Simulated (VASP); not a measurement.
Input for VASP

INCAR:
```
# general
SYSTEM  =  BN
PREC    =  Accurate
ENCUT   =  520   # plane-wave cut-off (eV)
LREAL   =  .False.   # projection in real space or not
LASPH   =  .True.   # aspherical one-centre terms

# electronic loop
EDIFF   =  1E-6
NELM    =  100   # most electronic steps
ALGO    =  Normal   # blocked Davidson

# smearing
ISMEAR  =  0
SIGMA   =  0.05   # width (eV)

# functional
GGA     =  PE
IVDW    =  13   # D4

# ions
IBRION  =  2
NSW     =  60
ISIF    =  3
EDIFFG  =  -0.02

# output
LWAVE   =  .False.
LCHARG  =  .False.
```

**KPOINTS**
```
Automatic mesh
0
Gamma
9 9 5
0 0 0
```

POSCAR:
```
BN
1
    1.2712383907    -2.2018496996     0.0000000000
    1.2712383907     2.2018496996     0.0000000000
    0.0000000000    -0.0000000000     4.2045073007
B N
2 2
Direct
  0.6666670000   0.3333330000   0.5002134771
  0.3333330000   0.6666670000   0.0002134771
  0.6666670000   0.3333330000   0.8747865229
  0.3333330000   0.6666670000   0.3747865229
```

POTCAR, in this order: B N (PBE.64 set). Program: vasp_std.

Q: Translate this PBE-D4 calculation to Ansatz.

A: One equivalent input (not run):
Ansatz 0.2 input:
```yaml
crystal:
  lattice:
    - [1.2712384, -2.2018497, 0.0000000]
    - [1.2712384, 2.2018497, 0.0000000]
    - [0.0000000, 0.0000000, 4.2045073]
  atoms:
    - { symbol: B, position: [0.6666670, 0.3333330, 0.5002135] }
    - { symbol: B, position: [0.3333330, 0.6666670, 0.0002135] }
    - { symbol: N, position: [0.6666670, 0.3333330, 0.8747865] }
    - { symbol: N, position: [0.3333330, 0.6666670, 0.3747865] }
kpoints:
  mp_grid: { grid: [9, 9, 5] }
hamiltonian:
  xc: pbe
  dispersion: d4
  pseudopotentials: { kind: paw }
scf:
  occupations: { method: gaussian, width: 0.05 }
  max_iter: 100
relax:
  max_steps: 60
  f_tol: 0.02
  cell: {}
output: { forces: true, stress: true, eigenvalues: true }
```
What does not carry over: each code has its own PAW files, so the cut-off isn't converted (ENCUT is set for VASP's; basis.ecutwfc is left out, and Ansatz then takes the one that its files recommend); Ansatz stops its SCF on the density residual and VASP on the energy change (EDIFF).

The compound is BN in the wurtzite structure, a metastable high-pressure form. It was relaxed first. The start is the result of an earlier pass.
